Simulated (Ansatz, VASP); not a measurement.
# CaTi6: VASP beside Ansatz

```
Ca Ti
1.0
     0.00000    3.85802    3.85802
     3.85802    0.00000    3.85802
     3.85802    3.85802    0.00000
Ca Ti
1 6
Direct
  0.00000 0.00000 0.00000
  0.50000 0.50000 0.00000
  0.50000 0.00000 0.50000
  0.00000 0.00000 0.50000
  0.00000 0.50000 0.00000
  0.00000 0.50000 0.50000
  0.50000 0.00000 0.00000
```

Change from the starting cell: species swapped into the Zn6Mo type (Fm-3m, No. 225).

Alike in both runs: task relaxation of cell and atoms; functional PBE; k mesh 4 × 4 × 4; occupations gaussian, width 0.1 eV; no spin polarisation.

```csv
,VASP,Ansatz
version,VASP 6.6.1,Ansatz 0.2.0
potentials or method,"VASP PAW PBE potentials, release 64 (Ca_sv, Ti_sv)","scalar-relativistic, plane waves, PAW"
plane-wave cutoff (eV),600,420
valence electrons in the cell,82,82
```

```csv
,VASP,Ansatz,Ansatz less VASP
"gap on the k mesh at the Fermi level, each at its own relaxed structure (eV)",none,none,-
relaxed volume (Å³/atom),20.65,20.72,+0.071
relaxed cell length with the largest relative difference (Å),5.891,5.898,+0.0067
energy change over the relaxation (meV/atom),-258,-263,-5.4
```

A gap of «none» marks a metal or a gap that the smearing closes.

Caveats: the volume moved by over 15 % at a fixed basis, so the end points are rough (VASP).
